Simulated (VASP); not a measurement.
Crystal: BN.

```
N B
1.0
     2.49824    0.00000    0.00000
    -1.24912    2.16354    0.00000
     0.00000    0.00000    6.63570
N B
2 2
Direct
  0.66667 0.33333 0.25000
  0.33333 0.66667 0.75000
  0.66667 0.33333 0.75000
  0.33333 0.66667 0.25000
```

Base run:

| Quantity | Value |
| --- | --- |
| Program | VASP 6.6.1 |
| Functional | PBE-EpsX |
| Potentials or basis | VASP PAW PBE potentials, release 64 (N, B) |
| Cutoff | 520 eV |
| k mesh | 8 × 8 × 4 |
| Occupations | gaussian, width 0.02 eV |
| Spin | no spin polarisation |

Its results: band gap on the k mesh 6.30 eV, indirect (least direct gap 6.81 eV); pressure 0.3 GPa.

**Question.** The run is repeated on the same cell with these changes: functional from PBE-EpsX to HSE06. What comes out?

**Answer.** Band gap on the k mesh 5.60 eV, indirect (least direct gap 6.10 eV); pressure 0.3 GPa.

Caveats: the PAW data sets were made with another functional, which shifts forces and pressure a little; this functional lacks dispersion, which binds the layers, so the pressure and a relaxed spacing across them are unreliable (some runs).

Not every run made on this cell is shown here.
